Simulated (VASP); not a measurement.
Output of a VASP run:

**OSZICAR**
```
       N       E                     dE             d eps       ncg     rms          rms(c)
DAV:   1     0.436619313578E+01    0.43662E+01   -0.31911E+03   464   0.765E+02
DAV:   2    -0.115011974175E+02   -0.15867E+02   -0.15308E+02   776   0.798E+01
DAV:   3    -0.116836424765E+02   -0.18245E+00   -0.18245E+00   536   0.106E+01
DAV:   4    -0.116843775681E+02   -0.73509E-03   -0.73509E-03   776   0.760E-01
DAV:   5    -0.116843781446E+02   -0.57649E-06   -0.57650E-06   592   0.207E-02    0.477E+00
DAV:   6    -0.115439797051E+02    0.14040E+00   -0.85851E-02   544   0.148E+00    0.285E+00
DAV:   7    -0.114785997693E+02    0.65380E-01   -0.15423E-01   560   0.208E+00    0.165E-01
DAV:   8    -0.114790949535E+02   -0.49518E-03   -0.39908E-03   512   0.482E-01    0.685E-02
DAV:   9    -0.114791546403E+02   -0.59687E-04   -0.89930E-05   688   0.789E-02    0.501E-02
DAV:  10    -0.114791650596E+02   -0.10419E-04   -0.10319E-05   560   0.240E-02    0.911E-03
DAV:  11    -0.114791647852E+02    0.27444E-06   -0.20913E-07   728   0.316E-03    0.151E-03
DAV:  12    -0.114791648137E+02   -0.28528E-07   -0.13007E-07   520   0.287E-03
   1 F= -.11479165E+02 E0= -.11479165E+02  d E =-.176398E-10
```

**OUTCAR**
```
------------------------ aborting loop because EDIFF is reached ----------------------------------------
  FORCE on cell =-STRESS in cart. coord.  units (eV):
  Direction    XX          YY          ZZ          XY          YZ          ZX
  --------------------------------------------------------------------------------------
  Total       -0.6711686     -0.6711686     -0.6711686      0.0000000     -0.0000000     -0.0000000
  in kB      -26.0008198    -26.0008198    -26.0008198      0.0000000     -0.0000000     -0.0000000
  external PRESSURE =     -26.0008198 kB  Pullay stress =       0.0000000 kB
  volume of cell :       41.36
      direct lattice vectors                 reciprocal lattice vectors
     0.000000000  2.744785438  2.744785438    -0.182163601  0.182163601  0.182163601
     2.744785438  0.000000000  2.744785438     0.182163601 -0.182163601  0.182163601
     2.744785438  2.744785438  0.000000000     0.182163601  0.182163601 -0.182163601
 POSITION                                       TOTAL-FORCE (eV/Angst)
 -----------------------------------------------------------------------------------
      0.00000      0.00000      0.00000        -0.000000     -0.000000     -0.000000
      1.37239      1.37239      1.37239         0.000000      0.000000      0.000000
 -----------------------------------------------------------------------------------
    total drift:                               -0.000000     -0.000000     -0.000000
  FREE ENERGIE OF THE ION-ELECTRON SYSTEM (eV)
  ---------------------------------------------------
  free  energy   TOTEN  =       -11.4791648137 eV

  energy  without entropy=      -11.4791648137  energy(sigma->0) =      -11.47916481
```
(Selected blocks of OUTCAR.)

**POSCAR**
```
Si
1
    0.0000000000     2.7447854384     2.7447854384
    2.7447854384     0.0000000000     2.7447854384
    2.7447854384     2.7447854384     0.0000000000
Si
2
Direct
  0.0000000000   0.0000000000   0.0000000000
  0.2500000000   0.2500000000   0.2500000000
```

Q: Reconstruct the remaining input files.

A: One answer among several that fit: the input of the run itself, PBEsol GGA, plane waves, VASP's PBE PAW potentials (set 64).

**KPOINTS**
```
Automatic mesh
0
Gamma
8 8 8
0 0 0
```

### INCAR
```
! general
SYSTEM = Si
PREC   = Accurate
ENCUT  = 520
LREAL  = .FALSE.
LASPH  = .TRUE.

! electronic loop
EDIFF  = 1E-7
NELM   = 100
ALGO   = Normal

! smearing
ISMEAR = 0
SIGMA  = 0.05

! functional
GGA    = PS

! ions
ISIF   = 2

! output
LWAVE  = .FALSE.
LCHARG = .FALSE.
```

POTCAR, in this order: Si (PBE.64 set). Program: vasp_std.

The compound is Si in the diamond structure. This cell is one point of a volume scan, at 1.03 of the reference volume.
